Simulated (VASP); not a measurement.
Computed with r2SCAN meta-GGA, VASP's PBE PAW potentials (set 64) (plane waves; VASP).

The input files of a VASP run:

INCAR:
```
ALGO = Normal
DIPOL = 0.5 0.5 0.5
EDIFF = 1E-6
ENCUT = 400
IDIPOL = 3
ISMEAR = 0
LASPH = .TRUE.
LCHARG = .FALSE.
LDIPOL = .TRUE.
LMAXMIX = 4
LMIXTAU = .TRUE.
LORBIT = 11
LREAL = .FALSE.
LVHAR = .TRUE.
LWAVE = .FALSE.
METAGGA = R2SCAN
NELM = 100
NELMIN = 4
PREC = Normal
SIGMA = 0.05
SYSTEM = InSb(110) slab
```

File POSCAR:
```
InSb(110) slab
1
    6.5584580474     0.0000000000     0.0000000000
    0.0000000000     4.6375302181     0.0000000000
    0.0000000000     0.0000000000    24.4566762866
In Sb
4 4
Direct
  0.9515627321   0.0000000000   0.6195359023
  0.5284314236   0.5000000000   0.5532639054
  0.0284314236   0.0000000000   0.4467360946
  0.4515627321   0.5000000000   0.3804640977
  0.2761907633   0.0000000000   0.5442498567
  0.7438150810   0.5000000000   0.6546549440
  0.2438150810   0.0000000000   0.3453450560
  0.7761907633   0.5000000000   0.4557501433
```

**KPOINTS**
```
Automatic mesh
0
Gamma
3 5 1
0 0 0
```

POTCAR, in this order: In_d Sb (PBE.64 set). Program: vasp_std. Read from the step before: WAVECAR.

What will the output report for the number of irreducible k-points (NKPTS), largest plane-wave count, number of space-group operations, FFT grid (NGX, NGY, NGZ)?

```
Property                                        Value
--------------------------------------  -------------
number of irreducible k-points (NKPTS)              6
largest plane-wave count                        13542
number of space-group operations                    4
FFT grid (NGX, NGY, NGZ)                32 × 24 × 120
```

The cell is a thin slab with vacuum, built from InSb (zinc blende): (110) face.
